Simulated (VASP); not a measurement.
Crystal: TiC.

```
CELL_PARAMETERS angstrom
0.00000 2.15930 2.15930
2.15930 0.00000 2.15930
2.15930 2.15930 0.00000
ATOMIC_POSITIONS crystal
Ti 0.00000 0.00000 0.00000
C 0.50000 0.50000 0.50000
```

* Program: VASP 6.6.1
* Task: relaxation of cell and atoms
* Functional: LDA
* Potentials or basis: VASP PAW LDA potentials, release 64 (Ti_sv, C)
* Cutoff: 600 eV
* k mesh: 14 × 14 × 14
* Occupations: methfessel-paxton, width 0.1 eV
* Spin: no spin polarisation

At the start: pressure -9.9 GPa; volume 10.07 Å³/atom.

Q: Where does the relaxation end?

A: Over 3 steps the energy falls by 12.2 meV/atom and the volume is 9.69 Å³/atom (-3.7 %); space group Fm-3m (No. 225, to 0.05 Å).

The path:
```tsv
step	energy change (eV)	largest force (eV/Å)	pressure (GPa)	volume (Å³)
1	0.0000	0.0000	-9.95	20.14
2	0.0258	0.0000	16.62	18.37
3	-0.0243	0.0000	-0.14	19.39
```

Final structure:
```
CELL_PARAMETERS angstrom
0.00000 2.13221 2.13221
2.13221 0.00000 2.13221
2.13221 2.13221 0.00000
ATOMIC_POSITIONS crystal
Ti 0.00000 0.00000 0.00000
C 0.50000 0.50000 0.50000
```
